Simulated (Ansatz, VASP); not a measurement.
# One calculation of Si12TeO23 (a cell with a defect), two programs

Contents of INCAR:

```
  PREC = Accurate
  ENCUT = 520
  EDIFF = 1E-8
  ISMEAR = -1
  SIGMA = 0.01
  LREAL = Auto
  LASPH = T
  NELM = 100
  ALGO = Normal
  ISIF = 2
  LWAVE = F
  LCHARG = F
  GGA = PE
  LEFG = T
  NBANDS = 120
  LUSENCCL = F
```

Contents of KPOINTS:

```
regular mesh
0
Gamma
  3 3 2
```

The input POSCAR:

```
Si12TeO23
1.0
    7.6036108327      4.3899467611      0.0000000000
   -7.6036108327      4.3899467611      0.0000000000
    0.0000000000      0.0000000000      8.5584885400
Si O Te
12 23 1
Direct
    0.3333333333      0.0000000000      0.9371258000
    0.6666666667      0.6666666667      0.9371258000
    0.0000000000      0.3333333333      0.9371258000
    0.3333333333      0.0000000000      0.5628742000
    0.6666666667      0.6666666667      0.5628742000
    0.0000000000      0.3333333333      0.5628742000
    0.3333333333      0.3333333333      0.0628742000
    0.6666666667      0.0000000000      0.0628742000
    0.0000000000      0.6666666667      0.0628742000
    0.3333333333      0.3333333333      0.4371258000
    0.6666666667      0.0000000000      0.4371258000
    0.0000000000      0.6666666667      0.4371258000
    0.1404195817      0.2808391633      0.0000000000
    0.4737529150      0.9475058300      0.0000000000
    0.8070862483      0.6141724967      0.0000000000
    0.2808391633      0.1404195817      0.5000000000
    0.6141724967      0.8070862483      0.5000000000
    0.9475058300      0.4737529150      0.5000000000
    0.1929137517      0.8070862483      0.5000000000
    0.5262470850      0.4737529150      0.5000000000
    0.8595804183      0.1404195817      0.5000000000
    0.3858275033      0.1929137517      0.0000000000
    0.7191608367      0.8595804183      0.0000000000
    0.0524941700      0.5262470850      0.0000000000
    0.1929137517      0.3858275033      0.5000000000
    0.5262470850      0.0524941700      0.5000000000
    0.8595804183      0.7191608367      0.5000000000
    0.6666666667      0.6666666667      0.7500000000
    0.0000000000      0.3333333333      0.7500000000
    0.3333333333      0.3333333333      0.2500000000
    0.6666666667      0.0000000000      0.2500000000
    0.0000000000      0.6666666667      0.2500000000
    0.1404195817      0.8595804183      0.0000000000
    0.4737529150      0.5262470850      0.0000000000
    0.8070862483      0.1929137517      0.0000000000
    0.3333333333      0.0000000000      0.7500000000
```

Input for Ansatz:

```yaml
crystal:
  lattice:
    - [7.6036108327, 4.3899467611, 0.0]
    - [-7.6036108327, 4.3899467611, 0.0]
    - [0.0, 0.0, 8.55848854]
  atoms:
    - { symbol: Si, position: [0.3333333333, 0.0, 0.9371258] }
    - { symbol: Si, position: [0.6666666667, 0.6666666667, 0.9371258] }
    - { symbol: Si, position: [0.0, 0.3333333333, 0.9371258] }
    - { symbol: Si, position: [0.3333333333, 0.0, 0.5628742] }
    - { symbol: Si, position: [0.6666666667, 0.6666666667, 0.5628742] }
    - { symbol: Si, position: [0.0, 0.3333333333, 0.5628742] }
    - { symbol: Si, position: [0.3333333333, 0.3333333333, 0.0628742] }
    - { symbol: Si, position: [0.6666666667, 0.0, 0.0628742] }
    - { symbol: Si, position: [0.0, 0.6666666667, 0.0628742] }
    - { symbol: Si, position: [0.3333333333, 0.3333333333, 0.4371258] }
    - { symbol: Si, position: [0.6666666667, 0.0, 0.4371258] }
    - { symbol: Si, position: [0.0, 0.6666666667, 0.4371258] }
    - { symbol: O, position: [0.1404195817, 0.2808391633, 0.0] }
    - { symbol: O, position: [0.473752915, 0.94750583, 0.0] }
    - { symbol: O, position: [0.8070862483, 0.6141724967, 0.0] }
    - { symbol: O, position: [0.2808391633, 0.1404195817, 0.5] }
    - { symbol: O, position: [0.6141724967, 0.8070862483, 0.5] }
    - { symbol: O, position: [0.94750583, 0.473752915, 0.5] }
    - { symbol: O, position: [0.1929137517, 0.8070862483, 0.5] }
    - { symbol: O, position: [0.526247085, 0.473752915, 0.5] }
    - { symbol: O, position: [0.8595804183, 0.1404195817, 0.5] }
    - { symbol: O, position: [0.3858275033, 0.1929137517, 0.0] }
    - { symbol: O, position: [0.7191608367, 0.8595804183, 0.0] }
    - { symbol: O, position: [0.05249417, 0.526247085, 0.0] }
    - { symbol: O, position: [0.1929137517, 0.3858275033, 0.5] }
    - { symbol: O, position: [0.526247085, 0.05249417, 0.5] }
    - { symbol: O, position: [0.8595804183, 0.7191608367, 0.5] }
    - { symbol: Te, position: [0.3333333333, 0.0, 0.75] }
    - { symbol: O, position: [0.6666666667, 0.6666666667, 0.75] }
    - { symbol: O, position: [0.0, 0.3333333333, 0.75] }
    - { symbol: O, position: [0.3333333333, 0.3333333333, 0.25] }
    - { symbol: O, position: [0.6666666667, 0.0, 0.25] }
    - { symbol: O, position: [0.0, 0.6666666667, 0.25] }
    - { symbol: O, position: [0.1404195817, 0.8595804183, 0.0] }
    - { symbol: O, position: [0.473752915, 0.526247085, 0.0] }
    - { symbol: O, position: [0.8070862483, 0.1929137517, 0.0] }
kpoints:
  mp_grid: { grid: [3, 3, 2] }
scf:
  occupations: { method: fermi_dirac, width: 0.01 }
hamiltonian:
  xc: pbe
  pseudopotentials: { kind: paw }
output:
  forces: true
  stress: true
  populations: true
  efg: { quadrupole_moments_barn: { O: -0.02558 }, contact_densities: true }
```

Alike in both runs: task electric field gradients; functional PBE; k mesh 3 × 3 × 2; occupations fermi-dirac, width 0.01 eV; no spin polarisation.

```csv
,VASP,Ansatz
version,VASP 6.6.1,Ansatz 0.2.0
potentials or method,"VASP PAW PBE potentials, release 64 (Si, O, Te)","plane-wave PAW, scalar-relativistic"
plane-wave cutoff (eV),520,420
valence electrons in the cell,192,202
```

VASP gave:

```
gap on the k mesh at the Fermi level (eV)                      : 4.67
pressure (GPa)                                                 : 23.7
largest component of the traceless stress (GPa)                : 35.91
rms of the force components (eV/Å)                             : 7.365
Vzz of the field gradient on the site that differs most (V/Å²) : -1012.1
```

Estimate Ansatz's values.

gap on the k mesh at the Fermi level (eV): 4.70; pressure (GPa): 23.5; largest component of the traceless stress (GPa): 35.81; rms of the force components (eV/Å): 7.349; Vzz of the field gradient on the site that differs most (V/Å²): -714.9.

The two sets of potentials don't hold the same shells in valence. Ansatz warned: «gradients_without_spin_orbit».

Caveats: so large a pressure means that the cell lies far from this level's equilibrium, or that cutoff or potentials fall short (VASP); spin-orbit coupling is left out, which moves the levels of the heavy elements.
